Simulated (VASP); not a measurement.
Input:

```yaml
crystal:
  lattice:
    - [0.00000, 1.95272, 1.95272]
    - [1.95272, 0.00000, 1.95272]
    - [1.95272, 1.95272, 0.00000]
  atoms:
    - { symbol: Li, position: [0.00000, 0.00000, 0.00000] }
    - { symbol: F, position: [0.50000, 0.50000, 0.50000] }
```

All values below come from LDA (Ceperley-Alder, Perdew-Zunger), VASP's LDA PAW potentials (set 64) (plane waves; VASP 6.6.1). Settings: 520 eV cut-off, 13×13×13 Γ-centred mesh, tetrahedra with Blöchl corrections, potentials Li_sv F.

Q: Tabulate the total density of states (states/eV per cell) against energy (eV; zero at the valence-band maximum or, without a gap, the Fermi level).

A: 
(E (eV), DOS (states/eV)): (-9.96, 0.00); (-9.60, 0.00); (-9.24, 0.00); (-9.00, 0.00); (-8.64, 0.00); (-8.28, 0.00); (-7.92, 0.00); (-7.56, 0.00); (-7.20, 0.00); (-6.96, 0.00); (-6.60, 0.00); (-6.24, 0.00); (-5.88, 0.00); (-5.52, 0.00); (-5.28, 0.00); (-4.92, 0.00); (-4.56, 0.00); (-4.20, 0.00); (-3.84, 0.00); (-3.60, 0.01); (-3.24, 0.37); (-2.88, 1.03); (-2.52, 2.03); (-2.16, 1.14); (-1.80, 1.37); (-1.56, 1.44); (-1.20, 1.55); (-0.84, 3.08); (-0.48, 3.22); (-0.12, 1.79); (0.12, 0.04); (0.48, 0.00); (0.84, 0.00); (1.20, 0.00); (1.56, 0.00); (1.80, 0.00); (2.16, 0.00); (2.52, 0.00); (2.88, 0.00); (3.24, 0.00); (3.60, 0.00); (3.84, 0.00); (4.20, 0.00); (4.56, 0.00); (4.92, 0.00); (5.28, 0.00); (5.52, 0.00); (5.88, 0.00); (6.24, 0.00); (6.60, 0.00); (6.96, 0.00); (7.20, 0.00); (7.56, 0.00); (7.92, 0.00); (8.28, 0.00); (8.64, 0.00); (9.00, 0.00); (9.24, 0.00); (9.60, 0.00); (9.96, 0.05)
Within 2 eV below the valence-band maximum the largest weight inside VASP's projection spheres is F p.

The compound is LiF in the rock salt structure. It was relaxed first, which changed the volume by -9 %.
